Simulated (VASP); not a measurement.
PbF₂ (fluorite): the bulk modulus from VASP (plane waves, PAW) at several levels of theory. Static lattice, third-order Birch-Murnaghan fit over five volumes. The measured value holds thermal and zero-point effects that the static calculation lacks.

| level | bulk modulus (GPa) | error against measurement |
|---|---|---|
| LDA | 87.5 | +36.8 % |
| PBE | 66.6 | +4.0 % |
| PBEsol | 76.2 | +19.1 % |
| RPBE | 56.6 | -11.5 % |
| AM05 | 70.8 | +10.6 % |
| PBE-D3(BJ) | 69.8 | +9.0 % |
| optB88-vdW | 72.8 | +13.7 % |
| rev-vdW-DF2 | 71.5 | +11.7 % |
| revTPSS | 71.4 | +11.6 % |
| SCAN | 78.7 | +22.9 % |
| r2SCAN | 77.0 | +20.3 % |
| r2SCAN+rVV10 | 80.1 | +25.1 % |

Measured: 64.0 GPa (as given by E. Cadelano et al., The European Physical Journal B (2011), arXiv:1107.5962).

The cell of the LDA run:

PbF₂ has the cubic space group Fm-3m (No. 225), the fluorite structure, Pearson symbol cF12. Lattice parameters: a = b = c = 5.8192 Å, α = β = γ = 90.00°. Pb on 4a is coordinated by 8 F at 2.520 Å (cubic). F on 8c sees 4 Pb at 2.520 Å (tetrahedral). (Neighbours: up to the widest gap in distance over summed covalent radii, below 1.35, at either atom; cation-cation and far metal-metal contacts left out.)
(The calculation used a cell of 3 atoms; values per cell refer to that cell.)

Only levels that ran to the end are used. Left out are those held back, those with too coarse a band path, GW runs whose mesh misses a band edge, hybrids' fits of cells that aren't cubic and levels without matching references; a question may draw on a part of the rest.

The compound is PbF2 in the fluorite structure, the β form.
